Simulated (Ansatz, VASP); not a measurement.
## YPb3: VASP beside Ansatz

```
CELL_PARAMETERS angstrom
4.86245 0.00000 0.00000
0.00000 4.86245 0.00000
0.00000 0.00000 4.86245
ATOMIC_POSITIONS crystal
Y 0.00000 0.00000 0.00000
Pb 0.50000 0.50000 0.00000
Pb 0.50000 0.00000 0.50000
Pb 0.00000 0.50000 0.50000
```

Alike in both runs: task electric field gradients; functional LDA; k mesh 8 × 8 × 8; occupations fermi-dirac, width 0.08 eV; no spin polarisation.

|  | VASP | Ansatz |
| --- | --- | --- |
| version | VASP 6.6.1 | Ansatz 0.2.0 |
| potentials or method | VASP PAW LDA potentials, release 64 (Y_sv, Pb_d), cutoff 520 eV | all-electron PAW with datasets made for the crystal, scalar-relativistic |

|  | VASP | Ansatz | Ansatz less VASP |
| --- | --- | --- | --- |
| pressure (GPa) | -3.5 | -3.5 | -0.04 |
| Vzz of the field gradient on the site that differs most (V/Å²) | 311.2 | 316.7 | +5.57 |

Ansatz ran all-electron here, so the differences hold the error of VASP's frozen core and of both bases. Ansatz warned: «gradients_without_spin_orbit».

Spin-orbit coupling is left out, which matters for the levels of Pb.
